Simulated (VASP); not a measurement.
All values below come from r2SCAN+rVV10, VASP's PBE PAW potentials (set 64) (plane waves; VASP).

A VASP calculation is set up with these files.

### INCAR
```
ALGO = Normal
BPARAM = 11.95
CPARAM = 0.0093
EDIFF = 1E-6
EDIFFG = -0.02
ENCUT = 520
IBRION = 2
ISIF = 3
ISMEAR = 0
LASPH = .TRUE.
LCHARG = .FALSE.
LMIXTAU = .TRUE.
LREAL = .FALSE.
LUSE_VDW = .TRUE.
LWAVE = .FALSE.
METAGGA = R2SCAN
NELM = 100
NSW = 60
PREC = Accurate
SIGMA = 0.05
SYSTEM = MgH2
```

File KPOINTS:
```
Automatic mesh
0
gamma
5 5 7
```

### POSCAR
```
MgH2
1
    4.4851654907     0.0000000000     0.0000000000
   -0.0000000000     4.4851654907     0.0000000000
    0.0000000000     0.0000000000     2.9959975163
Mg H
2 4
Direct
  0.0000000000   0.0000000000   0.0000000000
  0.5000000000   0.5000000000   0.5000000000
  0.3043043859   0.3043043859   0.0000000000
  0.8043043859   0.1956956141   0.5000000000
  0.1956956141   0.8043043859   0.5000000000
  0.6956956141   0.6956956141   0.0000000000
```

POTCAR, in this order: Mg H (PBE.64 set). Program: vasp_std.

What VASP printed:

**OUTCAR**
```
 ion  position               nearest neighbor table
   1  0.000  0.000  0.000-   3 1.93   6 1.93   5 1.95   4 1.95   4 1.95   5 1.95   2 3.51   2 3.51
                             2 3.51   2 3.51   2 3.51   2 3.51   2 3.51   2 3.51
   2  0.500  0.500  0.500-   4 1.93   5 1.93   3 1.95   6 1.95   3 1.95   6 1.95   1 3.51   1 3.51
                             1 3.51   1 3.51   1 3.51   1 3.51   1 3.51   1 3.51
   3  0.304  0.304  0.000-   1 1.93   2 1.95   2 1.95
   4  0.804  0.196  0.500-   2 1.93   1 1.95   1 1.95
   5  0.196  0.804  0.500-   2 1.93   1 1.95   1 1.95
   6  0.696  0.696  0.000-   1 1.93   2 1.95   2 1.95
  LATTYP: Found a simple tetragonal cell.
 ALAT       =     4.4851654907
 C/A-ratio  =     0.6679792580
 Subroutine PRICEL returns:
 Original cell was already a primitive cell.
 Subroutine GETGRP returns: Found 16 space group operations
The static configuration has the point symmetry D_2h.
 The point group associated with its full space group is D_4h.
The dynamic configuration has the point symmetry D_2h.
 Subroutine INISYM returns: Found 16 space group operations
 Subroutine IBZKPT returns following result:
 Found     24 irreducible k-points:

 Following reciprocal coordinates:
            Coordinates               Weight
  0.000000  0.000000  0.000000      1.000000
  0.200000  0.000000  0.000000      4.000000
  0.400000  0.000000  0.000000      4.000000
  0.200000  0.200000  0.000000      4.000000
  0.400000  0.200000  0.000000      8.000000
  0.400000  0.400000  0.000000      4.000000
  0.000000  0.000000  0.142857      2.000000
  0.200000  0.000000  0.142857      8.000000
  0.400000  0.000000  0.142857      8.000000
  0.200000  0.200000  0.142857      8.000000
  0.400000  0.200000  0.142857     16.000000
  0.400000  0.400000  0.142857      8.000000
  0.000000  0.000000  0.285714      2.000000
  0.200000  0.000000  0.285714      8.000000
  0.400000  0.000000  0.285714      8.000000
  0.200000  0.200000  0.285714      8.000000
...
```

**OSZICAR**
```
       N       E                     dE             d eps       ncg     rms          rms(c)
DAV:   1    -0.270179870524E+01   -0.27018E+01   -0.32362E+03   384   0.776E+02
DAV:   2    -0.242335702670E+02   -0.21532E+02   -0.20107E+02   512   0.856E+01
DAV:   3    -0.250178778721E+02   -0.78431E+00   -0.78431E+00   512   0.231E+01
DAV:   4    -0.250194174469E+02   -0.15396E-02   -0.15396E-02   552   0.108E+00
DAV:   5    -0.250194250092E+02   -0.75623E-05   -0.75623E-05   496   0.587E-02    0.645E+00
DAV:   6    -0.235128327428E+02    0.15066E+01   -0.49852E-01   400   0.561E+00    0.354E+00
DAV:   7    -0.234544292622E+02    0.58403E-01   -0.79254E-01   416   0.820E+00    0.497E-01
DAV:   8    -0.238712893077E+02   -0.41686E+00   -0.29216E-01   384   0.497E+00    0.420E-01
DAV:   9    -0.233520316005E+02    0.51926E+00   -0.26254E-01   384   0.457E+00    0.183E-01
DAV:  10    -0.233785302202E+02   -0.26499E-01   -0.39729E-02   400   0.330E+00    0.362E-02
DAV:  11    -0.233756096280E+02    0.29206E-02   -0.55155E-04   472   0.352E-01    0.303E-02
DAV:  12    -0.233838935563E+02   -0.82839E-02   -0.22596E-03   384   0.881E-01    0.493E-02
DAV:  13    -0.233769485908E+02    0.69450E-02   -0.12245E-03   384   0.515E-01    0.960E-03
DAV:  14    -0.233769500288E+02   -0.14380E-05   -0.20949E-05   576   0.785E-02    0.821E-03
DAV:  15    -0.233769330953E+02    0.16934E-04   -0.84738E-06   384   0.465E-02    0.718E-03
DAV:  16    -0.233769438032E+02   -0.10708E-04   -0.15167E-05   384   0.477E-02    0.179E-03
DAV:  17    -0.233769443145E+02   -0.51124E-06   -0.48853E-07   264   0.876E-03
   1 F= -.23376944E+02 E0= -.23376944E+02  d E =-.233769E+02
       N       E                     dE             d eps       ncg     rms          rms(c)
DAV:   1    -0.233782963326E+02   -0.13525E-02   -0.39140E-03   432   0.639E-01    0.388E-02
DAV:   2    -0.233782874934E+02    0.88392E-05   -0.13888E-04   408   0.127E-01    0.200E-02
DAV:   3    -0.233782904311E+02   -0.29377E-05   -0.21364E-05   408   0.555E-02    0.305E-03
DAV:   4    -0.233782927789E+02   -0.23478E-05   -0.18616E-05   384   0.765E-02    0.103E-03
DAV:   5    -0.233782972521E+02   -0.44732E-05   -0.33935E-05   384   0.105E-01    0.153E-03
DAV:   6    -0.233782912197E+02    0.60323E-05   -0.10346E-05   384   0.571E-02    0.285E-04
DAV:   7    -0.233782912904E+02   -0.70707E-07   -0.30410E-07   192   0.915E-03
   2 F= -.23378291E+02 E0= -.23378291E+02  d E =-.134698E-02
       N       E                     dE             d eps       ncg     rms          rms(c)
DAV:   1    -0.233787354335E+02   -0.44421E-03   -0.26407E-03   432   0.526E-01    0.321E-02
DAV:   2    -0.233787157603E+02    0.19673E-04   -0.90000E-05   408   0.105E-01    0.168E-02
DAV:   3    -0.233787193172E+02   -0.35569E-05   -0.16162E-05   416   0.456E-02    0.225E-03
DAV:   4    -0.233787207058E+02   -0.13886E-05   -0.14189E-05   384   0.659E-02    0.882E-04
DAV:   5    -0.233787227405E+02   -0.20346E-05   -0.23965E-05   384   0.845E-02    0.178E-03
DAV:   6    -0.233787192679E+02    0.34725E-05   -0.78165E-06   384   0.475E-02    0.196E-04
DAV:   7    -0.233787192317E+02    0.36252E-07   -0.10210E-07   192   0.458E-03
   3 F= -.23378719E+02 E0= -.23378719E+02  d E =-.177492E-02
```

**OUTCAR**
```
------------------------ aborting loop because EDIFF is reached ----------------------------------------
  FORCE on cell =-STRESS in cart. coord.  units (eV):
  Direction    XX          YY          ZZ          XY          YZ          ZX
  --------------------------------------------------------------------------------------
  Total       -0.0495239     -0.0495239      0.0410093      0.0000000      0.0000000      0.0000000
  in kB       -1.3322343     -1.3322343      1.1031860      0.0000000      0.0000000      0.0000000
  external PRESSURE =      -0.5204275 kB  Pullay stress =       0.0000000 kB
  volume of cell :       59.56
      direct lattice vectors                 reciprocal lattice vectors
     4.467522838 -0.000000000  0.000000000     0.223837692  0.000000000  0.000000000
    -0.000000000  4.467522838  0.000000000     0.000000000  0.223837692  0.000000000
     0.000000000  0.000000000  2.984084524     0.000000000  0.000000000  0.335111151
 POSITION                                       TOTAL-FORCE (eV/Angst)
 -----------------------------------------------------------------------------------
      0.00000      0.00000      0.00000        -0.000000      0.000000      0.000000
      2.23376      2.23376      1.49204        -0.000000      0.000000      0.000000
      1.36032      1.36032      0.00000         0.001050      0.001050      0.000000
      3.59408      0.87344      1.49204         0.001050     -0.001050     -0.000000
      0.87344      3.59408      1.49204        -0.001050      0.001050      0.000000
      3.10720      3.10720      0.00000        -0.001050     -0.001050     -0.000000
 -----------------------------------------------------------------------------------
    total drift:                                0.000000     -0.000000     -0.000000
  FREE ENERGIE OF THE ION-ELECTRON SYSTEM (eV)
  ---------------------------------------------------
  free  energy   TOTEN  =       -23.3787192317 eV

  energy  without entropy=      -23.3787192317  energy(sigma->0) =      -23.37871923

 reached required accuracy - stopping structural energy minimisation
```
(Selected blocks of OUTCAR.)

**CONTCAR**
```
MgH2
   1.00000000000000
     4.4675228378523348   -0.0000000000000000    0.0000000000000000
    -0.0000000000000000    4.4675228378523348    0.0000000000000000
     0.0000000000000000    0.0000000000000000    2.9840845240434950
  Mg              H
     2     4
Direct
     0.0000000000000000    0.0000000000000000    0.0000000000000000
     0.5000000000000000    0.5000000000000000    0.5000000000000000
     0.3044909822392976    0.3044909822392976    0.0000000000000000
     0.8044909822392976    0.1955090177607024    0.5000000000000000
     0.1955090177607024    0.8044909822392976    0.5000000000000000
     0.6955090177607024    0.6955090177607024    0.0000000000000000
```

The compound is MgH2 in the rutile structure. This run relaxes it. Symmetry was kept, so distortions that lower it aren't found. The start is the result of an earlier pass.
